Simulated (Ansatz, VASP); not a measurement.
# Cross-check of Si between VASP and Ansatz

Aim: how closely do two programs agree when they are given the same cell, functional and k mesh? Of the first pair: The structure shown is frame 50 of Ansatz's trajectory.

Method: plane waves, with VASP 6.6.1 beside it; single point at LDA, in Ansatz 0.2.0.

## (1) Starting point

The cell holds 30 atoms: 30 Si. Its edges and angles: a = 8.498 Å, b = 8.498 Å, c = 8.498 Å, α = 90.0°, β = 90.0°, γ = 90.0°. Kind glass; density_g_cm3 2.28; melt_temperature_k 2800; route random start, relaxed, short melt, two cooling runs, relaxed.

## (2) Ansatz: dynamics, LDA

Ansatz runs on its default PAW (the set named soft_2) files.

One frame of this run of dynamics is then solved in both programs, so the motion causes no difference.

File input.yaml:

```yaml
crystal:
  lattice:
    - [8.4978037057, 0.0, 0.0]
    - [0.0, 8.4978037057, 0.0]
    - [0.0, 0.0, 8.4978037057]
  atoms:
    - { symbol: Si, position: [0.231319703, 0.3884358189, 0.7796423398] }
    - { symbol: Si, position: [0.0944573959, 0.6140040203, 0.7061974577] }
    - { symbol: Si, position: [0.1906680579, 0.1161918016, 0.3139492311] }
    - { symbol: Si, position: [0.6147173427, 0.5198073791, 0.1015153496] }
    - { symbol: Si, position: [0.4613595945, 0.670088981, 0.4061009843] }
    - { symbol: Si, position: [0.6202718575, 0.9540298403, 0.628165177] }
    - { symbol: Si, position: [0.5442408344, 0.3126120633, 0.3921330496] }
    - { symbol: Si, position: [0.3584928918, 0.9342894242, 0.4853543036] }
    - { symbol: Si, position: [0.6839019547, 0.0648904679, 0.0827471208] }
    - { symbol: Si, position: [0.2080262144, 0.8673476501, 0.7247156612] }
    - { symbol: Si, position: [0.739179883, 0.6411570707, 0.3920816114] }
    - { symbol: Si, position: [0.6366389375, 0.4650291556, 0.8105983372] }
    - { symbol: Si, position: [0.813554719, 0.6130885247, 0.6685378777] }
    - { symbol: Si, position: [0.3762585434, 0.4675610867, 0.2418622207] }
    - { symbol: Si, position: [0.4628472412, 0.8081779493, 0.811468457] }
    - { symbol: Si, position: [0.1830651933, 0.1485673465, 0.6271051001] }
    - { symbol: Si, position: [0.0050148539, 0.0295158749, 0.814988731] }
    - { symbol: Si, position: [0.0709590798, 0.3955962976, 0.5221222298] }
    - { symbol: Si, position: [0.4749341233, 1.0783169035, 0.2686566817] }
    - { symbol: Si, position: [0.0751901535, 0.2577460145, -0.033514433] }
    - { symbol: Si, position: [0.6915320749, 0.1567938997, 0.8009245127] }
    - { symbol: Si, position: [0.8965359154, 0.1080542741, 0.2716904362] }
    - { symbol: Si, position: [0.6207582086, 0.7967040915, 0.0434391497] }
    - { symbol: Si, position: [0.7899648985, 0.8401850856, 0.8166164711] }
    - { symbol: Si, position: [0.9077993189, 0.3201795414, 0.7440864632] }
    - { symbol: Si, position: [0.4273088578, 0.5783715806, 0.6672086343] }
    - { symbol: Si, position: [0.4663621368, 0.2572566713, 0.6612894879] }
    - { symbol: Si, position: [0.7074180257, 0.917487222, 0.3533537273] }
    - { symbol: Si, position: [0.7974327916, 0.3916431101, 0.2758161262] }
    - { symbol: Si, position: [0.101383605, 0.3778683808, 0.2359929309] }
kpoints:
  mp_grid: { grid: [1, 1, 1] }
scf:
  occupations: { method: fermi_dirac, width: 0.1 }
  n_extra_bands: 21
hamiltonian:
  xc: lda
  pseudopotentials: { kind: paw }
output:
  forces: true
basis:
  ecutwfc: 320
md:
  timestep: 2.5
  n_steps: 150
  ensemble: nvt_langevin
  temperature: 2800
  seed: 0
```

Command:

```
$ ansatz run input.yaml --threads 8 --pin off --max-ram 40960MiB --backend cuda --events-out ev --progress --plain --runs-dir out
```

Numbers of over 12 decimals in the logs are rounded to 6 here.

What it wrote:

```text
Warning: md: disabling space-group detection — thermal motion breaks the input geometry's symmetry, so no spatial operation reduces the k-mesh or symmetrises the density; time reversal is kept, so that k and −k are solved as one point where they differ and the mesh holds both, and exact exchange and, on two spinor components, a DFT+U term hold to it where the run has them: on two components no moment then forms, and  [...]
Warning: basis.ecutwfc = 320 eV is below the records' recommended 420 eV, and the density's cutoff is lower with it unless basis.ecutrho_ratio is high enough to keep the records' density cutoff: compare with a run at a higher cutoff
scf.n_extra_bands = 21 over 60 filled bands (N_el = 120.0): the run solves 81 bands
Engine: ansatz 0.2.0, aarch64-unknown-linux-gnu
Pseudopotentials: kind: paw
Pseudopotential: Si, paw, valence charge 4, recommended cutoff 420 eV (normal), Si.paw.azcp
Functional definition: SPW92
  exchange = slater_x
  correlation = pw_c
[...]
Crystal: 30 atoms, lattice volume = 613.649 Å³
Basis set: ecut = 320 eV, 8025 PW (Γ)
Bands: 81, of which v1, the nominal top of the filled ones, is band 60 counted from 1 (59 counted from 0)
Symmetry: 1 space group operations
k-points: 1
Non-local potential: Si, projectors of the file, l = 0: 2, l = 1: 2, l = 2: 2
PAW form: soft (Blöchl's): semilocal exchange-correlation on the pseudo side does not see the compensation charge
PAW frozen core: Si, regenerated for the run's functional, and the local potential with it (the file was generated under x = pbe(κ = 0.804, μ = 0.219515), c = pbe(β = 0.066725))
PAW one-centre angular grid: Si, 110 points (default); XC on 64 Gauss nodes
Initial density: superposition of atomic densities (neutral atoms: chi_scale 0, normalization atom), corrected by the library's trained network
Initial wavefunctions: pseudopotential atomic-orbital guess
[...]
Functional: x = slater, c = lda
SCF iter   1: F=—  HF=-18251.582696 eV  |F-HF|=—  |Δ(HF+E_count)|=         —  Δρ=8.20e-3  dr2=8.30e-1  ethr=1.77e-3  ⟨swp⟩=9.0  Hψ=487  notcnv=0
preconditioner: auto → Resta (q_TF=auto, 2.079 Å⁻¹)  ε∞=6.3  [insulator: Δε(μ)=0.654 eV  Ē_g=7.118 eV  σ=0.100 eV  W_gap=0.93  n_scr=80 (ndim 8)  ℏωp=16.4 eV  f_vac=0.042  D(μ)=1.74/eV (n_scr^D=0)  ε∞_Penn≈6.3]
SCF iter   2: F=—  HF=-18251.384507 eV  |F-HF|=—  |Δ(HF+E_count)|=   1.98e-1  Δρ=4.29e-3  dr2=1.80e-1  ethr=6.91e-4  ⟨swp⟩=1.0  Hψ=94  notcnv=0
preconditioner: auto → LDOS  [insulator: Δε(μ)=0.592 eV  Ē_g=7.097 eV  σ=0.100 eV  W_gap=0.90  n_scr=80 (ndim 8)  ℏωp=16.4 eV  f_vac=0.042  D(μ)=2.29/eV (n_scr^D=6)  ε∞_Penn≈6.4  β→1.0]
[...]
SCF 1 converged in 10 iterations: F = -18251.336017 eV  dr2 = 2.11e-8
  greatest PAW one-centre occupation: 0.694 electrons in one spin orbital (limit 2), on the Si atom at site 2 (counted from 0), in its partial waves of l = 0
md step     0: t =     0.00 fs  T =     0.0 K  F+E_penalty+E_count = -18251.33601658 eV  E_kin = 0.000000 eV  (10 SCF iters)
[... from here on, the SCF cycles and remarks between the steps are left out ...]
md step     1: t =     2.50 fs  T =   145.4 K  F+E_penalty+E_count = -18251.33265858 eV  E_kin = 0.563896 eV  (7 SCF iters)
md step     2: t =     5.00 fs  T =   301.7 K  F+E_penalty+E_count = -18251.30901162 eV  E_kin = 1.169905 eV  (8 SCF iters)
md step    33: t =    82.50 fs  T =  1435.4 K  F+E_penalty+E_count = -18246.90781871 eV  E_kin = 5.566015 eV  (6 SCF iters)
md step    34: t =    85.00 fs  T =  1339.5 K  F+E_penalty+E_count = -18246.93920896 eV  E_kin = 5.194446 eV  (6 SCF iters)
md step    35: t =    87.50 fs  T =  1487.4 K  F+E_penalty+E_count = -18246.89388834 eV  E_kin = 5.767871 eV  (7 SCF iters)
md step    36: t =    90.00 fs  T =  1457.9 K  F+E_penalty+E_count = -18246.75523608 eV  E_kin = 5.653413 eV  (6 SCF iters)
md step    37: t =    92.50 fs  T =  1494.6 K  F+E_penalty+E_count = -18246.58993368 eV  E_kin = 5.795845 eV  (7 SCF iters)
md step    38: t =    95.00 fs  T =  1684.9 K  F+E_penalty+E_count = -18246.49335333 eV  E_kin = 6.533743 eV  (7 SCF iters)
md step    39: t =    97.50 fs  T =  1811.1 K  F+E_penalty+E_count = -18246.47066575 eV  E_kin = 7.023089 eV  (7 SCF iters)
md step    40: t =   100.00 fs  T =  1929.5 K  F+E_penalty+E_count = -18246.42939240 eV  E_kin = 7.482205 eV  (9 SCF iters)
md step    41: t =   102.50 fs  T =  1967.6 K  F+E_penalty+E_count = -18246.32548542 eV  E_kin = 7.629803 eV  (7 SCF iters)
md step    42: t =   105.00 fs  T =  1971.6 K  F+E_penalty+E_count = -18246.18059099 eV  E_kin = 7.645580 eV  (7 SCF iters)
md step    43: t =   107.50 fs  T =  2115.6 K  F+E_penalty+E_count = -18245.99933794 eV  E_kin = 8.204008 eV  (7 SCF iters)
md step    44: t =   110.00 fs  T =  2052.3 K  F+E_penalty+E_count = -18245.77211974 eV  E_kin = 7.958488 eV  (7 SCF iters)
md step    45: t =   112.50 fs  T =  1876.0 K  F+E_penalty+E_count = -18245.52505650 eV  E_kin = 7.274582 eV  (7 SCF iters)
md step    46: t =   115.00 fs  T =  1780.9 K  F+E_penalty+E_count = -18245.28073506 eV  E_kin = 6.906015 eV  (7 SCF iters)
md step    47: t =   117.50 fs  T =  1887.2 K  F+E_penalty+E_count = -18245.06470823 eV  E_kin = 7.318333 eV  (7 SCF iters)
md step    48: t =   120.00 fs  T =  1958.7 K  F+E_penalty+E_count = -18244.86354893 eV  E_kin = 7.595422 eV  (8 SCF iters)
md step    49: t =   122.50 fs  T =  2023.7 K  F+E_penalty+E_count = -18244.67531906 eV  E_kin = 7.847522 eV  (7 SCF iters)
md step    50: t =   125.00 fs  T =  2141.1 K  F+E_penalty+E_count = -18244.51909095 eV  E_kin = 8.302577 eV  (9 SCF iters)
md step    51: t =   127.50 fs  T =  2306.6 K  F+E_penalty+E_count = -18244.34321171 eV  E_kin = 8.944447 eV  (7 SCF iters)
md step    52: t =   130.00 fs  T =  2415.0 K  F+E_penalty+E_count = -18244.18482127 eV  E_kin = 9.365068 eV  (7 SCF iters)
md step    53: t =   132.50 fs  T =  2346.8 K  F+E_penalty+E_count = -18244.04263735 eV  E_kin = 9.100364 eV  (7 SCF iters)
md step    54: t =   135.00 fs  T =  2492.8 K  F+E_penalty+E_count = -18243.88166489 eV  E_kin = 9.666438 eV  (7 SCF iters)
md step    55: t =   137.50 fs  T =  2448.0 K  F+E_penalty+E_count = -18243.73176756 eV  E_kin = 9.492991 eV  (8 SCF iters)
md step    56: t =   140.00 fs  T =  2475.4 K  F+E_penalty+E_count = -18243.62736556 eV  E_kin = 9.599292 eV  (7 SCF iters)
md step    57: t =   142.50 fs  T =  2424.4 K  F+E_penalty+E_count = -18243.55986687 eV  E_kin = 9.401245 eV  (7 SCF iters)
[...]
SCF iter   1: F=—  HF=-18243.529400 eV  |F-HF|=—  |Δ(HF+E_count)|=         —  Δρ=5.09e-4  dr2=2.25e-3  ethr=1.74e-5  ⟨swp⟩=6.0  Hψ=243  notcnv=0
[...]
SCF iter   2: F=—  HF=-18243.529374 eV  |F-HF|=—  |Δ(HF+E_count)|=   2.57e-5  Δ
```

Reading the cycles: dr2 is the Hartree energy of the density residual (eV), the measure of convergence; HF is the Harris–Foulkes estimate of the energy, which meets the free energy F at convergence.

(Continued in part 2 of 3.)

[Lines on the potential files, build, host, timing and source positions are cut from VASP's logs without a mark.]

[Logs are printed without paths, hosts, clocks, repeated set-up lines and the standing remarks that a program may print on its own settings, such as how far it seeks lower states.]

[Hosts, paths, dates, database ids (printed as entryN), source tags and the programs' standing remarks are cut or masked in the printed files.]
